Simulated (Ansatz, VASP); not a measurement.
# In3Ga5As8 (alloy, x = 0.625, one random ordering in a cell of 16 atoms (invented)) in two plane-wave programs, part 2 of 2

Wanted: the spread between two codes on one cell, functional and k mesh. The cell is generated by rule, not measured, and may not be a known phase. The cell is taken from a series of runs on this material, whose earlier steps may have relaxed, scaled, displaced or heated it; both programs get it as it stands.

VASP 6.6.1 and Ansatz 0.2.0.

So far: Starting point; Ansatz: relaxation of cell and atoms, r2SCAN.

**3. VASP: relaxation of cell and atoms, r2SCAN**

Level of this step: r2SCAN; plane waves and PAW (Ga_d, In_d, As); invented cell (VASP).

The same cell, functional and mesh now go to VASP, with its own data sets.

Lines of VASP's logs that name or quote its potential files are left out, and so is its time.

Input file INCAR:

```
SYSTEM = In3Ga5As8
PREC = Accurate
ENCUT = 550
EDIFF = 1E-07
NELM = 120
ISMEAR = 0
SIGMA = 0.01
LREAL = .FALSE.
ALGO = Normal
METAGGA = R2SCAN
LASPH = .TRUE.
NBANDS = 89
LORBIT = 11
LWAVE = .FALSE.
LCHARG = .FALSE.
ISIF = 3
IBRION = 2
NSW = 80
EDIFFG = -0.005
GGA_COMPAT = .FALSE.
NELMIN = 4
EFERMI = MIDGAP
LMIXTAU = .TRUE.
KPAR = 4
```

Input file POSCAR:

```
In3Ga5As8
1.0
   -4.1198320000      4.1198320000      5.8531320000
    4.1198320000     -4.1198320000      5.8531320000
    4.1198320000      4.1198320000     -5.8531320000
Ga In As
5 3 8
Direct
    0.7499246632      0.7499246632      0.4998493263
    0.2500753368      0.7499246632      0.0000000000
    0.7499246632      0.2500753368      0.0000000000
    0.2500000000      0.7500000000      0.5000000000
    0.2500753368      0.2500753368      0.5001506737
    0.7500000000      0.2500000000      0.5000000000
    0.2497195946      0.2497195946      0.0000000000
    0.7502804054      0.7502804054      0.0000000000
    0.6148455006      0.8648188006      0.2499732999
    0.6351277992      0.3851544994      0.2499732999
    0.1202929047      0.8609727128      0.7406798080
    0.1351811995      0.3851544994      0.7500267001
    0.6203869034      0.8797070953      0.7406798080
    0.6148455006      0.3648722008      0.7500267001
    0.1390272873      0.8797070953      0.2593201920
    0.1202929047      0.3796130966      0.2593201920
```

Input file KPOINTS:

```
Automatic mesh
0
Gamma
6 6 6
0 0 0
```

PAW data sets: Ga_d, In_d and As (PBE family, release 64).

On the command line:

```sh
$ mpirun -np 4 vasp_std
```

Numbers of over 12 decimals in the logs are rounded to 6 here.

The log of the run:

```text
[banner, memory and clock lines left out]
running    4 mpi-ranks, on    1 nodes
 distrk:  each k-point on    1 cores,    4 groups
 distr:  one band on    1 cores,    1 groups

 POSCAR found type information on POSCAR GaInAs
 POSCAR found :  3 types and      16 ions
|                                                                             |
|               ----> ADVICE to this user running VASP <----                  |
|                                                                             |
|     You enforced a specific xc type in the INCAR file but a different       |
|     [... a line on the potential file left out ...]
|     I HOPE YOU KNOW WHAT YOU ARE DOING!                                     |
|                                                                             |

 LDA part: xc-table for (None), standard interpolation
 POSCAR, INCAR and KPOINTS ok, starting setup
 FFT: planning ... GRIDC
 FFT: planning ... GRID_SOFT
 FFT: planning ... GRID
 WAVECAR not read
 entering main loop
       N       E                     dE             d eps       ncg     rms          rms(c)
DAV:   1     0.143708448821E+04    0.14371E+04   -0.64731E+04  5830   0.225E+03
DAV:   2     0.994724090218E+02   -0.13376E+04   -0.12801E+04  5388   0.672E+02
DAV:   3    -0.234279197141E+03   -0.33375E+03   -0.31298E+03  6140   0.250E+02
DAV:   4    -0.267938259322E+03   -0.33659E+02   -0.32902E+02  6488   0.747E+01
DAV:   5    -0.269652459822E+03   -0.17142E+01   -0.17017E+01  7376   0.183E+01    0.163E+01
DAV:   6    -0.257461507317E+03    0.12191E+02   -0.84958E+00  7478   0.281E+01    0.649E+00
DAV:   7    -0.246029699140E+03    0.11432E+02   -0.29130E+00  5854   0.777E+00    0.333E+00
DAV:   8    -0.248866409726E+03   -0.28367E+01   -0.30699E+00  5780   0.693E+00    0.221E+00
DAV:   9    -0.248992319550E+03   -0.12591E+00   -0.39435E-01  6395   0.318E+00    0.954E-01
DAV:  10    -0.248944880142E+03    0.47439E-01   -0.13098E-01  6975   0.193E+00    0.365E-01
DAV:  11    -0.248998384127E+03   -0.53504E-01   -0.17296E-01  5797   0.190E+00    0.407E-01
DAV:  12    -0.249041346712E+03   -0.42963E-01   -0.16859E-02  6304   0.648E-01    0.201E-01
DAV:  13    -0.249045474826E+03   -0.41281E-02   -0.78488E-03  6555   0.393E-01    0.100E-01
DAV:  14    -0.249042916582E+03    0.25582E-02   -0.60612E-03  6418   0.448E-01    0.537E-02
DAV:  15    -0.249047900657E+03   -0.49841E-02   -0.13573E-03  5909   0.210E-01    0.530E-02
DAV:  16    -0.249048448473E+03   -0.54782E-03   -0.25482E-04  6399   0.921E-02    0.402E-02
DAV:  17    -0.249048554159E+03   -0.10569E-03   -0.19645E-04  6390   0.680E-02    0.201E-02
DAV:  18    -0.249048571019E+03   -0.16860E-04   -0.47457E-05  6349   0.415E-02    0.806E-03
DAV:  19    -0.249048568016E+03    0.30028E-05   -0.22699E-05  6031   0.213E-02    0.846E-03
DAV:  20    -0.249048586971E+03   -0.18955E-04   -0.17484E-05  5886   0.212E-02    0.283E-03
DAV:  21    -0.249048590164E+03   -0.31931E-05   -0.16142E-06  6494   0.785E-03    0.339E-03
DAV:  22    -0.249048590107E+03    0.57364E-07   -0.42967E-07  4686   0.284E-03
   1 F= -.24904859E+03 E0= -.24904859E+03  d E =-.249049E+03
[...]
2 F= -.24904857E+03 E0= -.24904857E+03  d E =0.197245E-04
[...]
3 F= -.24904864E+03 E0= -.24904864E+03  d E =-.505931E-04
[...]
4 F= -.24904864E+03 E0= -.24904864E+03  d E =-.471426E-04
 curvature:  -0.34 expect dE=-0.345E-05 dE for cont linesearch -0.130E-08
 trial: gam= 0.02563 g(F)=  0.968E-05 g(S)=  0.353E-06 ort = 0.114E-05 (trialstep = 0.920E+00)
 search vector abs. value=  0.103E-04
 bond charge predicted
       N       E                     dE             d eps       ncg     rms          rms(c)
DAV:   1    -0.249048641637E+03   -0.43930E-05   -0.22325E-04  5467   0.450E-02    0.904E-03
DAV:   2    -0.249048642568E+03   -0.93121E-06   -0.17054E-05  7254   0.153E-02    0.231E-03
DAV:   3    -0.249048642075E+03    0.49317E-06   -0.74236E-07  5366   0.452E-03    0.115E-03
DAV:   4    -0.249048641964E+03    0.11069E-06   -0.96035E-08  3653   0.284E-03    0.539E-04
DAV:   5    -0.249048641721E+03    0.24372E-06   -0.47725E-08  3271   0.125E-03    0.196E-04
DAV:   6    -0.249048641676E+03    0.44682E-07   -0.20841E-08  3092   0.106E-03
   5 F= -.24904864E+03 E0= -.24904864E+03  d E =-.442674E-05
 trial-energy change:   -0.000004  1 .order   -0.000007   -0.000009   -0.000004
 step:   1.6533(harm=  1.6533)  dis= 0.00050  next Energy=  -249.048646 (dE=-0.832E-05)
 reached required accuracy - stopping structural energy minimisation
```

OUTCAR, selected parts (step 3):

```text
ion  position               nearest neighbor table
   1  0.750  0.750  0.500-  10 2.46   9 2.46  13 2.50  11 2.50
   2  0.250  0.750  0.000-   9 2.46  12 2.46  15 2.50  11 2.50
   3  0.750  0.250  0.000-  10 2.46  14 2.46  13 2.50  16 2.50
   4  0.250  0.750  0.500-  11 2.50  15 2.50  13 2.50  16 2.50
   5  0.250  0.250  0.500-  12 2.46  14 2.46  16 2.50  15 2.50
   6  0.750  0.250  0.500-   9 2.60  10 2.60  14 2.60  12 2.60
   7  0.250  0.250  0.000-  10 2.60  12 2.60  11 2.62  16 2.62
   8  0.750  0.750  0.000-  14 2.60   9 2.60  15 2.62  13 2.62
   9  0.615  0.865  0.250-   2 2.46   1 2.46   6 2.60   8 2.60
  10  0.635  0.385  0.250-   1 2.46   3 2.46   6 2.60   7 2.60
  11  0.120  0.861  0.741-   1 2.50   2 2.50   4 2.50   7 2.62
  12  0.135  0.385  0.750-   5 2.46   2 2.46   6 2.60   7 2.60
  13  0.620  0.880  0.741-   1 2.50   3 2.50   4 2.50   8 2.62
  14  0.615  0.365  0.750-   5 2.46   3 2.46   6 2.60   8 2.60
  15  0.139  0.880  0.259-   5 2.50   2 2.50   4 2.50   8 2.62
  16  0.120  0.380  0.259-   5 2.50   3 2.50   4 2.50   7 2.62

  LATTYP: Found a body centered tetragonal cell.
 ALAT       =     8.2396640000
 C/A-ratio  =     1.4207210391

 Subroutine GETGRP returns: Found  8 space group operations
 (whereof  8 operations were pure point group operations)

The static configuration has the point symmetry D_2d.

 Found     30 irreducible k-points:

   k-points           NKPTS =     30   k-points in BZ     NKDIM =     30   number of bands    NBANDS=     89

   dimension x,y,z NGX =    64 NGY =   64 NGZ =   64
   dimension x,y,z NGXF=   128 NGYF=  128 NGZF=  128

   ENCUT  =  550.0 eV  40.42 Ry    6.36 a.u.  15.79 15.79 15.79*2*pi/ulx,y,z

   NELECT =     144.0000    total number of electrons

 k-points in reciprocal lattice and weights: Automatic mesh
   0.00000000  0.00000000  0.00000000       0.005
   0.16666667  0.00000000 -0.00000000       0.037
   0.33333333  0.00000000 -0.00000000       0.037
   0.50000000  0.00000000  0.00000000       0.019
   0.16666667  0.16666667 -0.00000000       0.037
   0.33333333  0.16666667 -0.00000000       0.074
   0.50000000  0.16666667 -0.00000000       0.074
  -0.33333333  0.16666667  0.00000000       0.074
  -0.16666667  0.16666667  0.00000000       0.019
[...]
-0.33333333 -0.33333333  0.33333333       0.009
   0.50000000  0.50000000  0.50000000       0.005

 average (electrostatic) potential at core
       1 -71.1786       2 -71.1786       3 -71.1786       4 -71.2196       5 -71.1786
       6-102.5922       7-102.6206       8-102.6206       9 -54.6465      10 -54.6465
      11 -54.8210      12 -54.6465      13 -54.8210      14 -54.6465      15 -54.8210
      16 -54.8210

 E-fermi :   3.9939

 k-point     1 :       0.0000    0.0000    0.0000
  band No.  band energies     occupation
    ...
     68       2.9784      2.00000
     69       2.9784      2.00000
     70       3.7324      2.00000
     71       3.8277      2.00000
     72       3.8277      2.00000
     73       4.1602      0.00000
     74       4.8302      0.00000
     75       4.8302      0.00000
     76       5.1393      0.00000
     77       5.3843      0.00000
    ...

 k-point     2 :       0.1667    0.0000   -0.0000
  band No.  band energies     occupation
    ...
     68       2.7123      2.00000
     69       2.8245      2.00000
     70       2.9476      2.00000
     71       3.6775      2.00000
     72       3.7345      2.00000
     73       4.8842      0.00000
     74       5.0981      0.00000
     75       5.4019      0.00000
     76       5.5912      0.00000
     77       5.7483      0.00000
    ...

 k-point     3 :       0.3333    0.0000   -0.0000
  band No.  band energies     occupation
    ...
     68       2.3257      2.00000
     69       2.9220      2.00000
     70       2.9958      2.00000
     71       3.4452      2.00000
     72       3.5042      2.00000
     73       5.0930      0.00000
     74       5.4486      0.00000
     75       5.9663      0.00000
     76       5.9701      0.00000
     77       6.0891      0.00000
    ...

  Total       -0.0028639     -0.0028639     -0.0026250      0.0000000      0.0000000      0.0000000
  in kB       -0.0115348     -0.0115348     -0.0105728      0.0000000      0.0000000      0.0000000
  external PRESSURE =      -0.0112142 kB  Pullay stress =       0.0000000 kB

  energy-cutoff  :      550.00
  volume of cell :      397.79
      direct lattice vectors                 reciprocal lattice vectors
    -4.121239390  4.121239390  5.855139150     0.000000000  0.121322727  0.085395067
     4.121239390 -4.121239390  5.855139150     0.121322727  0.000000000  0.085395067
     4.121239390  4.121239390 -5.855139150     0.121322727  0.121322727  0.000000000

 POSITION                                       TOTAL-FORCE (eV/Angst)
 -----------------------------------------------------------------------------------
      2.05998      2.05998      5.85514        -0.000519     -0.000519     -0.000000
      2.05998     -2.05998      5.85514        -0.000519      0.000519     -0.000000
     -2.05998      2.05998      5.85514         0.000519     -0.000519     -0.000000
      4.12124      0.00000      2.92757        -0.000000      0.000000     -0.000000
      2.06126      2.06126     -0.00000         0.000519      0.000519      0.000000
      0.00000      4.12124      2.92757        -0.000000      0.000000     -0.000000
      0.00000      0.00000      2.92426        -0.000000      0.000000     -0.000417
      0.00000      0.00000      8.78602        -0.000000      0.000000      0.000417
      2.06042     -0.00000      7.20052        -0.000051      0.000000      0.002816
      0.00000      2.06042      4.50976         0.000000     -0.000051     -0.002816
      6.10528     -0.00000      1.40881         0.001138      0.000000      0.000578
      4.12124      2.06082     -1.34538        -0.000000      0.000051     -0.002816
      4.12124      1.98404      4.44633        -0.000000      0.001138     -0.000578
      2.06082      4.12124      1.34538         0.000051     -0.000000      0.002816
      4.12124     -1.98404      4.44633        -0.000000     -0.001138     -0.000578
      2.13720      0.00000      1.40881        -0.001138      0.000000      0.000578
 -----------------------------------------------------------------------------------
    total drift:                               -0.000001      0.000001     -0.000000

  FREE ENERGIE OF THE ION-ELECTRON SYSTEM (eV)
  ---------------------------------------------------
  free  energy   TOTEN  =      -249.0486416761 eV

  energy  without entropy=     -249.0486416761  energy(sigma->0) =     -249.04864168

 reached required accuracy - stopping structural energy minimisation

 total charge
# of ion       s       p       d       tot
------------------------------------------
    1        0.846   0.747   9.994  11.588
    2        0.846   0.747   9.994  11.588
    3        0.846   0.747   9.994  11.588
    4        0.848   0.728   9.989  11.565
    5        0.846   0.747   9.994  11.588
    6        0.838   0.804   9.892  11.535
    7        0.838   0.793   9.890  11.521
    8        0.838   0.793   9.890  11.521
    9        1.209   1.632   0.028   2.869
   10        1.209   1.632   0.028   2.869
   11        1.210   1.599   0.027   2.836
   12        1.209   1.632   0.028   2.869
   13        1.210   1.599   0.027   2.836
   14        1.209   1.632   0.028   2.869
   15        1.210   1.599   0.027   2.836
   16        1.210   1.599   0.027   2.836
--------------------------------------------------
tot         16.423  19.030  79.856 115.309

[... 3 further parts left out ...]
```

CONTCAR:

```
In3Ga5As8
   1.00000000000000
    -4.1212393896680402    4.1212393896680402    5.8551391500681547
     4.1212393896680402   -4.1212393896680402    5.8551391500681547
     4.1212393896680402    4.1212393896680402   -5.8551391500681547
  Ga              In              As
     5     3     8
Direct
     0.7499228441177422    0.7499228441177422    0.4998456881354896
     0.2500771558822578    0.7499228441177422    0.0000000000000000
     0.7499228441177422    0.2500771558822578    0.0000000000000000
     0.2500000000000000    0.7500000000000000    0.5000000000000000
     0.2500771558822578    0.2500771558822578    0.5001543118645103
     0.7500000000000000    0.2500000000000000    0.5000000000000000
     0.2497171714742498    0.2497171714742498    0.0000000000000000
     0.7502828285257502    0.7502828285257502    0.0000000000000000
     0.6148887055499267    0.8648645056365876    0.2499757999866591
     0.6350870943367307    0.3851112944500734    0.2499757999866591
     0.1203055242065918    0.8610144350557919    0.7407089107492055
     0.1351354944634142    0.3851112944500734    0.7500242000133409
     0.6204033866426154    0.8796944757934081    0.7407089107492055
     0.6148887055499267    0.3649129056632693    0.7500242000133409
     0.1389855650442098    0.8796944757934081    0.2592910892507946
     0.1203055242065918    0.3795966133573846    0.2592910892507946
```

The run keeps the 8 symmetry operations of its start, so it cannot find a distortion of lower symmetry.

**4. Comparison**

Known differences besides the potentials themselves: VASP keeps PBE cores, Ansatz makes them for the functional; fixed occupations in Ansatz, narrow Gaussian smearing in VASP; the data sets hold 224 valence electrons in Ansatz (on its PAW soft_1 files) and 144 in VASP; the cutoff is 500 eV in Ansatz and 550 eV in VASP. Total energies have different zeros and are not compared.

Compared:

```tsv
quantity	Ansatz	VASP	difference
volume (Å³)	397.36	397.79	-0.11 %
edge a after relaxation, in the typed setting (Å)	8.259	8.261	-0.04 %
```

**5. Summary of results**

| Item | Value |
| --- | --- |
| difference in volume (relaxation of cell and atoms, r2SCAN) | -0.11 % |

What this shows: The difference in volume is -0.11 % (relaxation of cell and atoms, r2SCAN), within the 1.2 % picked in this series as the mark of a large difference, as far as the stopping tolerances let one tell. The data sets hold unlike numbers of valence electrons (224 in Ansatz and 144 in VASP), so part of the differences comes from the potentials. How closely two codes agree says nothing of how well the functional describes the real material.

[Lines on the potential files, build, host, timing and source positions are cut from VASP's logs without a mark.]

[Logs are printed without paths, hosts, clocks, repeated set-up lines and the standing remarks that a program may print on its own settings, such as how far it seeks lower states.]

[Hosts, paths, dates, database ids (printed as entryN), source tags and the programs' standing remarks are cut or masked in the printed files.]
